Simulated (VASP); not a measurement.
# RuAu (Pm-3m) in VASP: single point with HSE06

Aim: the single point of RuAu with HSE06.

Program: VASP 6.6.1. These are calculated values, not measurements. Logs are shortened: lines on timing, memory, paths and dates and some standing lists are left out, and cuts for length are marked.

## 1. Starting point

Symmetry: Pm-3m, No. 221, cubic system. Conventional cell: a = 3.035 Å, b = 3.035 Å, c = 3.035 Å, α = 90.00°, β = 90.00°, γ = 90.00°. Au (site symmetry m-3m) is surrounded by 8 Ru at 2.63 Å. Ru (site symmetry m-3m) has 8 Au at 2.63 Å as nearest neighbours.

The cell was built by a generator and needn't be a form met in nature.

## 2. Single point, HSE06

File POSCAR:

```
RuAu
1.0
    3.0350050000      0.0000000000      0.0000000000
    0.0000000000      3.0350050000      0.0000000000
    0.0000000000      0.0000000000      3.0350050000
Au Ru
1 1
Direct
    0.0000000000      0.0000000000      0.0000000000
    0.5000000000      0.5000000000      0.5000000000
```

File INCAR.step1:

```
SYSTEM = RuAu
  PREC = Accurate
  ENCUT = 520
  EDIFF = 1E-5
  ISMEAR = -1
  SIGMA = 0.1
  LREAL = .FALSE.
  LASPH = .TRUE.
  NELM = 60
  ALGO = Normal
  ISIF = 2
  LWAVE = .TRUE.
  LCHARG = .FALSE.
  NBANDS = 20
  GGA = PE
```

File INCAR.step2:

```
SYSTEM = RuAu
  PREC = Accurate
  ENCUT = 520
  EDIFF = 1E-6
  ISMEAR = -1
  SIGMA = 0.1
  LREAL = .FALSE.
  LASPH = .TRUE.
  NELM = 60
  ALGO = Normal
  ISIF = 2
  LWAVE = .FALSE.
  LCHARG = .FALSE.
  GGA = PE
  LHFCALC = .TRUE.
  HFSCREEN = 0.2079
  PRECFOCK = Normal
  NBANDS = 20
  ISTART = 1
```

File KPOINTS:

```
Automatic mesh
0
G
  4 4 4
  0 0 0
```

Potentials or basis: VASP PAW PBE potentials, release 64 (Au, Ru_pv).

The run is started by

```
cat potpaw_PBE.64/Au/POTCAR potpaw_PBE.64/Ru_pv/POTCAR > POTCAR
cp INCAR.step1 INCAR
mpirun -np 1 vasp_std > vasp.out
cp INCAR.step2 INCAR
mpirun -np 1 vasp_std > vasp.out
```

OUTCAR:

```text
SYSTEM = RuAu
   PREC = Accurate
   ENCUT = 520
   EDIFF = 1E-6
   ISMEAR = -1
   LREAL = .FALSE.
   LASPH = .TRUE.
   NELM = 60
   ISIF = 2
   GGA = PE
   LHFCALC = .TRUE.
   HFSCREEN = 0.2079
   PRECFOCK = Normal
   ISTART = 1

 ion  position               nearest neighbor table
   1  0.000  0.000  0.000-   2 2.63   2 2.63   2 2.63   2 2.63   2 2.63   2 2.63   2 2.63   2 2.63

   2  0.500  0.500  0.500-   1 2.63   1 2.63   1 2.63   1 2.63   1 2.63   1 2.63   1 2.63   1 2.63

  LATTYP: Found a simple cubic cell.
 ALAT       =     3.0350050000

  Lattice vectors:

 A1 = (   3.0350050000,   0.0000000000,   0.0000000000)
 A2 = (   0.0000000000,   3.0350050000,   0.0000000000)
 A3 = (   0.0000000000,   0.0000000000,   3.0350050000)

Analysis of symmetry for initial positions (statically):
=====================================================================
 Subroutine PRICEL returns:
 Original cell was already a primitive cell.

 Routine SETGRP: Setting up the symmetry group for a
 simple cubic supercell.

 Subroutine GETGRP returns: Found 48 space group operations
 (whereof 48 operations were pure point group operations)
 out of a pool of 48 trial point group operations.

The static configuration has the point symmetry O_h .

Analysis of symmetry for dynamics (positions and initial velocities):
=====================================================================
 Subroutine PRICEL returns:
 Original cell was already a primitive cell.

 Routine SETGRP: Setting up the symmetry group for a
 simple cubic supercell.

 Subroutine GETGRP returns: Found 48 space group operations
 (whereof 48 operations were pure point group operations)
 out of a pool of 48 trial point group operations.

The dynamic configuration has the point symmetry O_h .

 Subroutine INISYM returns: Found 48 space group operations
 (whereof 48 operations are pure point group operations),
 and found     1 'primitive' translations

----------------------------------------------------------------------------------------

                                     Primitive cell

  volume of cell :      27.9562

  direct lattice vectors                    reciprocal lattice vectors
     3.035005000  0.000000000  0.000000000     0.329488749  0.000000000  0.000000000
     0.000000000  3.035005000  0.000000000     0.000000000  0.329488749  0.000000000
     0.000000000  0.000000000  3.035005000     0.000000000  0.000000000  0.329488749

  length of vectors
     3.035005000  3.035005000  3.035005000     0.329488749  0.329488749  0.329488749

  position of ions in fractional coordinates (direct lattice)
     0.000000000  0.000000000  0.000000000
     0.500000000  0.500000000  0.500000000

  ion indices of the primitive-cell ions
   primitive index   ion index
                 1           1
                 2           2

----------------------------------------------------------------------------------------

 KPOINTS: Automatic mesh

Automatic generation of k-mesh.
 Grid dimensions read from file:
 generate k-points for:    4    4    4

 Generating k-lattice:

  Cartesian coordinates                     Fractional coordinates (reciprocal lattice)
     0.082372187  0.000000000  0.000000000     0.250000000  0.000000000  0.000000000
     0.000000000  0.082372187  0.000000000     0.000000000  0.250000000  0.000000000
     0.000000000  0.000000000  0.082372187     0.000000000  0.000000000  0.250000000

  Length of vectors
     0.082372187  0.082372187  0.082372187

  Shift w.r.t. Gamma in fractional coordinates (k-lattice)
     0.000000000  0.000000000  0.000000000

 Subroutine IBZKPT returns following result:
 ===========================================

 Found     10 irreducible k-points:

 Following reciprocal coordinates:
            Coordinates               Weight
  0.000000  0.000000  0.000000      1.000000
  0.250000  0.000000  0.000000      6.000000
  0.500000  0.000000  0.000000      3.000000
  0.250000  0.250000  0.000000     12.000000
  0.500000  0.250000  0.000000     12.000000
  0.500000  0.500000  0.000000      3.000000
  0.250000  0.250000  0.250000      8.000000
  0.500000  0.250000  0.250000     12.000000
  0.500000  0.500000  0.250000      6.000000
  0.500000  0.500000  0.500000      1.000000
   k-points           NKPTS =     10   k-points in BZ     NKDIM =     64   number of bands    NBANDS=     20
   number of dos      NEDOS =    301   number of ions     NIONS =      2
   total plane-waves  NPLWV =  13824
   dimension x,y,z NGX =    24 NGY =   24 NGZ =   24
   dimension x,y,z NGXF=    48 NGYF=   48 NGZF=   48
   ions per type =               1   1
   NGX,Y,Z   is equivalent  to a cutoff of  13.15, 13.15, 13.15 a.u.
   NGXF,Y,Z  is equivalent  to a cutoff of  26.29, 26.29, 26.29 a.u.
 SYSTEM =  RuAu
   PREC   = accura    normal or accurate (medium, high low for compatibility)
   ISTART =      1    job   : 0-new  1-cont  2-samecut
   ICHARG =      0    charge: 1-file 2-atom 10-const
   ISPIN  =      1    spin polarized calculation?
   LNONCOLLINEAR =      F non collinear calculations
   LSORBIT =      F    spin-orbit coupling
   LASPH  =      T    aspherical Exc in radial PAW
   ENCUT  =  520.0 eV  38.22 Ry    6.18 a.u.   5.64  5.64  5.64*2*pi/ulx,y,z
   NELM   =     60;   NELMIN=  2; NELMDL=  0     # of ELM steps
   EDIFF  = 0.1E-05   stopping-criterion for ELM
   LREAL  =      F    real-space projection
   EDIFFG = 0.1E-04   stopping-criterion for IOM
   NSW    =      0    number of steps for IOM
   IBRION =     -1    ionic relax: 0-MD 1-quasi-New 2-CG
   NFREE  =      0    steps in history (QN), initial steepest desc. (CG)
   ISIF   =      2    stress and relaxation
   ISYM   =      3    0-nonsym 1-usesym 2-fastsym
   POTIM  = 0.5000    time-step for ionic-motion
   TEBEG  =    0.0;   TEEND  =   0.0 temperature during run
   PSTRESS=    0.0 pullay stress
   NELECT =      25.0000    total number of electrons
   NUPDOWN=      -1.0000    fix difference up-down
   EMIN   =  10.00;   EMAX   =-10.00  energy-range for DOS
   EFERMI =   0.00;   METHOD = LEGACY
   ISMEAR =    -1;   SIGMA  =   0.10  broadening in eV -4-tet -1-fermi 0-gaus
   EFERMI_NEDOS =   21; number of points for ismear=-14 and -15
   IALGO  =     38    algorithm
   IMIX   =      1    mixing-type and parameters
     AMIX     =   0.40;   BMIX     =  1.00
     AMIX_MAG =   1.60;   BMIX_MAG =  1.00
  volume/ion in A,a.u.               =      13.98        94.33
  Fermi-wavevector in a.u.,A,eV,Ry     =   1.577231  2.980535 33.846655  2.487659
  Thomas-Fermi vector in A             =   2.677945
   LORBIT       =      0    0 simple, 1 ext, 2 COOP (PROOUT), +10 PAW based schemes
   GGA     = PE    functional components
   LHFCALC =     T    Hartree Fock is set to
   PRECFOCK=normal    Normal, Fast or Accurate (Low or Medium for compatibility)
   ENCUT4O =  -1.0   cutoff for four orbital integrals eV
   NKREDX  =     1    reduce k-point grid by
   NKREDY  =     1    reduce k-point grid by
   NKREDZ  =     1    reduce k-point grid by
   AEXX    =    0.2500 exact exchange contribution
   HFSCREEN=    0.2079 screening length (either q_TF or 0.3 A-1)
   HFSCREENC=   0.2079 screening length for correlation (either q_TF or 0.3 A-1)
   ENCUTFOCK=  -1.0 apply spherical cutoff to Coloumb kernel
   IVDW    =     0    specifies the selected vdW correction
   LEPSILON=     F    determine dielectric tensor
   LRPA    =     F    only Hartree local field effects (RPA)
 non-spin polarized calculation
  energy-cutoff  :      520.00
  volume of cell :       27.96
 maximum number of plane-waves:       770
 NGX is ok and might be reduce to    24
  NGX = 18; NGY = 18; NGZ = 18

 number of electron      25.0000007 magnetization

 Free energy of the ion-electron system (eV)
  ---------------------------------------------------
  ext. energy  EPLUGINS =         0.00000000
  ---------------------------------------------------
  free energy    TOTEN  =       -12.47659537 eV

  energy without entropy =      -12.42763522  energy(sigma->0) =      -12.45211530

 E-fermi :  12.0759     XC(G=0): -11.3165

 val. band max:       11.9877712209   @ k =   0.5000   0.2500   0.0000
 cond. band min:      12.3511651404   @ k =   0.5000   0.5000   0.0000
 fundamental gap:      0.3633939195
 Fermi energy:        12.0758620557

 k-point     1 :       0.0000    0.0000    0.0000
  band No.  band energies     occupation
      1     -33.4354      2.00000
      2     -33.4354      2.00000
      3     -33.4354      2.00000
      4       1.2310      2.00000
      5       3.3048      2.00000
      6       3.3048      2.00000
[... 12 lines left out ...]
     19      30.3023      0.00000
     20      30.4629      0.00000

 k-point     2 :       0.2500    0.0000    0.0000
  band No.  band energies     occupation
      1     -33.5517      2.00000
      2     -33.4269      2.00000
      3     -33.4269      2.00000
      4       2.6392      2.00000
      5       3.8924      2.00000
      6       4.3178      2.00000
[... 12 lines left out ...]
     19      30.2222      0.00000
     20      30.5997      0.00000

 k-point     3 :       0.5000    0.0000    0.0000
  band No.  band energies     occupation
      1     -33.6699      2.00000
      2     -33.4193      2.00000
      3     -33.4193      2.00000
      4       4.2539      2.00000
      5       4.7931      2.00000
      6       6.3131      2.00000
[... 12 lines left out ...]
     19      30.6923      0.00000
     20      30.6923      0.00000

 k-point     4 :       0.2500    0.2500    0.0000
  band No.  band energies     occupation
      1     -33.5445      2.00000
      2     -33.5325      2.00000
      3     -33.4172      2.00000
      4       3.3600      2.00000
      5       4.3235      2.00000
      6       5.1831      2.00000
[... 107 lines left out ...]
 k-point     9 :       0.5000    0.5000    0.2500
  band No.  band energies     occupation
      1     -33.6250      2.00000
      2     -33.6250      2.00000
      3     -33.5058      2.00000
      4       4.2555      2.00000
      5       4.7172      2.00000
      6       4.9287      2.00000
[... 12 lines left out ...]
     19      26.4208      0.00000
     20      27.3951      0.00000

 k-point    10 :       0.5000    0.5000    0.5000
  band No.  band energies     occupation
      1     -33.6174      2.00000
      2     -33.6174      2.00000
      3     -33.6174      2.00000
      4       5.0730      2.00000
      5       5.0730      2.00000
      6       5.0730      2.00000
[... 12 lines left out ...]
     19      23.1050      0.00000
     20      23.1051      0.00000

------------------------ aborting loop because EDIFF is reached ----------------------------------------

  FORCE on cell =-STRESS in cart. coord.  units (eV):
  Direction    XX          YY          ZZ          XY          YZ          ZX
  --------------------------------------------------------------------------------------
  -------------------------------------------------------------------------------------
  Total        4.9312423      4.9312423      4.9312423      0.0000000      0.0000000      0.0000000
  in kB      282.6107581    282.6107581    282.6107581      0.0000000      0.0000000      0.0000000
  external PRESSURE =     282.6107581 kB  Pullay stress =       0.0000000 kB

 VOLUME and BASIS-vectors are now :
 -----------------------------------------------------------------------------
  energy-cutoff  :      520.00
  volume of cell :       27.96
      direct lattice vectors                 reciprocal lattice vectors
     3.035005000  0.000000000  0.000000000     0.329488749  0.000000000  0.000000000
     0.000000000  3.035005000  0.000000000     0.000000000  0.329488749  0.000000000
     0.000000000  0.000000000  3.035005000     0.000000000  0.000000000  0.329488749

 POSITION                                       TOTAL-FORCE (eV/Angst)
 -----------------------------------------------------------------------------------
      0.00000      0.00000      0.00000         0.000000      0.000000      0.000000
      1.51750      1.51750      1.51750         0.000000      0.000000      0.000000
 -----------------------------------------------------------------------------------
    total drift:                                0.000008      0.000012      0.000009

  FREE ENERGIE OF THE ION-ELECTRON SYSTEM (eV)
  ---------------------------------------------------
  free  energy   TOTEN  =       -12.4765953726 eV

  energy  without entropy=      -12.4276352240  energy(sigma->0) =      -12.45211530
```

It took 7.5 min on 1 thread of Intel Xeon 6975P-C (Granite Rapids), shared host; peak memory 0.24 GiB.

What came out:

- Free energy: -12.4766 eV
- Pressure: 28.3 GPa
- Band gap on the k mesh: none (metal or under the smearing width)

Levels at points of the mesh, in eV from the Fermi level:
```
           k point  band 9  band 10  band 11  band 12  band 13  band 14  band 15  band 16
(0.00, 0.00, 0.00)   -5.57    -1.85    -1.85     1.00     1.00     1.00     9.10     9.10
(0.50, 0.00, 0.00)   -4.57    -4.21    -2.35    -2.35    -2.08    -0.49     2.19    15.32
(0.50, 0.50, 0.00)   -3.10    -1.21     0.28     0.28     0.83     1.47     1.47     7.97
(0.50, 0.50, 0.50)   -4.76    -3.70    -3.70     0.86     0.86     5.12    10.96    10.96
```

Caveat: the k mesh is coarse (spacing up to 0.52 Å⁻¹), so the values aren't converged, least of all with exact exchange; a pressure of tens of GPa on the cell as given is suspect, and the run, the potentials or the cell itself is likely at fault; the PAW data sets were made with another functional, which shifts forces and pressure a little.
